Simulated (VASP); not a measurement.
Consider the following.

```xyz
1
Lattice="0.0000 1.9529 1.9529 1.9529 0.0000 1.9529 1.9529 1.9529 0.0000" Properties=species:S:1:pos:R:3 pbc="T T T"
Pt     0.0000     0.0000     0.0000
```

Calculation: AM05 GGA, VASP's PBE PAW potentials (set 64) (plane waves; VASP). Run with 520 eV cut-off, 18×18×18 Γ-centred mesh, tetrahedra with Blöchl corrections, potentials Pt.

Unless said otherwise, spin-orbit coupling is left out, though it shifts the bands of the heavy elements here.

**Question.** What does the run give for the energy per atom (σ→0), band gap (on the k-mesh) with the smallest direct gap where there is one?

**Answer.** 
The band gap (on the k-mesh) is none (metal, semimetal or under 0.01 eV) and the energy per atom (σ→0) comes out as -6.660 eV/atom.

Only differences to runs with the same potentials and settings are physical.

The compound is Pt in the fcc structure. It was relaxed first.
